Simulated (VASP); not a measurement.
Output of a VASP run:

OSZICAR:
```
       N       E                     dE             d eps       ncg     rms          rms(c)
DAV:   1     0.120511803240E+03    0.12051E+03   -0.83014E+03   980   0.127E+03
DAV:   2    -0.484745260617E+01   -0.12536E+03   -0.12350E+03   992   0.356E+02
DAV:   3    -0.129047577571E+02   -0.80573E+01   -0.79083E+01  1570   0.735E+01
DAV:   4    -0.130411193190E+02   -0.13636E+00   -0.13221E+00  1432   0.986E+00
DAV:   5    -0.130453772739E+02   -0.42580E-02   -0.42471E-02  1426   0.167E+00    0.768E+00
DAV:   6    -0.121512269719E+02    0.89415E+00   -0.53809E+00  1638   0.254E+01    0.250E+00
DAV:   7    -0.121223697289E+02    0.28857E-01   -0.18399E-01  1536   0.432E+00    0.167E+00
DAV:   8    -0.121116133664E+02    0.10756E-01   -0.69354E-02  1608   0.261E+00    0.350E-01
DAV:   9    -0.121126567851E+02   -0.10434E-02   -0.31233E-02  1574   0.215E+00    0.318E-01
DAV:  10    -0.121111130295E+02    0.15438E-02   -0.97969E-03  1622   0.111E+00    0.346E-02
DAV:  11    -0.121111584280E+02   -0.45399E-04   -0.27591E-04  1560   0.154E-01    0.450E-02
DAV:  12    -0.121111194873E+02    0.38941E-04   -0.20211E-04  1612   0.171E-01    0.582E-03
DAV:  13    -0.121111196063E+02   -0.11894E-06   -0.38047E-06  1416   0.158E-02    0.261E-03
DAV:  14    -0.121111196902E+02   -0.83960E-07   -0.11754E-07   966   0.296E-03
   1 F= -.12111120E+02 E0= -.12110447E+02  d E =-.201860E-02
```

File OUTCAR:
```
------------------------ aborting loop because EDIFF is reached ----------------------------------------
  FORCE on cell =-STRESS in cart. coord.  units (eV):
  Direction    XX          YY          ZZ          XY          YZ          ZX
  --------------------------------------------------------------------------------------
  Total       -1.9340614     -1.9340614     -1.9340614     -0.0000000     -0.0000000     -0.0000000
  in kB      -42.3785957    -42.3785957    -42.3785957     -0.0000000     -0.0000000     -0.0000000
  external PRESSURE =     -42.3785957 kB  Pullay stress =       0.0000000 kB
  volume of cell :       73.12
      direct lattice vectors                 reciprocal lattice vectors
     4.181621866  0.000000000  0.000000000     0.239141661  0.000000000  0.000000000
     0.000000000  4.181621866  0.000000000     0.000000000  0.239141661  0.000000000
     0.000000000  0.000000000  4.181621866     0.000000000  0.000000000  0.239141661
 POSITION                                       TOTAL-FORCE (eV/Angst)
 -----------------------------------------------------------------------------------
      0.00000      0.00000      0.00000         0.000000      0.000000      0.000000
      0.00000      2.09081      2.09081         0.000000      0.000000      0.000000
      2.09081      0.00000      2.09081         0.000000      0.000000      0.000000
      2.09081      2.09081      0.00000         0.000000      0.000000      0.000000
 -----------------------------------------------------------------------------------
    total drift:                                0.000000      0.000000      0.000000
  FREE ENERGIE OF THE ION-ELECTRON SYSTEM (eV)
  ---------------------------------------------------
  free  energy   TOTEN  =       -12.1111196902 eV

  energy  without entropy=      -12.1091010898  energy(sigma->0) =      -12.11044682
```
(Selected blocks of OUTCAR.)

**POSCAR**
```
Al3Sc
1
    4.1816218657     0.0000000000     0.0000000000
    0.0000000000     4.1816218657     0.0000000000
    0.0000000000     0.0000000000     4.1816218657
Sc Al
1 3
Direct
  0.0000000000   0.0000000000   0.0000000000
  0.0000000000   0.5000000000   0.5000000000
  0.5000000000   0.0000000000   0.5000000000
  0.5000000000   0.5000000000   0.0000000000
```

**Question.** Reconstruct the remaining input files.

**Answer.** Several could match; the one computed here: the input of the run itself, optB88-vdW, plane waves, VASP's PBE PAW potentials (set 64).

### KPOINTS
```
Automatic mesh
0
Gamma
8 8 8
0 0 0
```

**INCAR**
```
SYSTEM = Al3Sc
PREC = Accurate; ENCUT = 520; LREAL = .FALSE.
LASPH = .TRUE.
EDIFF = 1E-7; NELM = 100; ALGO = Normal
LMAXMIX = 4
ISMEAR = 1; SIGMA = 0.1
GGA = BO; LUSE_VDW = .TRUE.; AGGAC = 0.0
PARAM1 = 0.1833333333; PARAM2 = 0.22
ISIF = 2
LWAVE = .FALSE.; LCHARG = .FALSE.
```

POTCAR, in this order: Sc_sv Al (PBE.64 set). Program: vasp_std.

The compound is Al3Sc in the L1_2 structure. This cell is one point of a volume scan, at 1.06 of the reference volume.
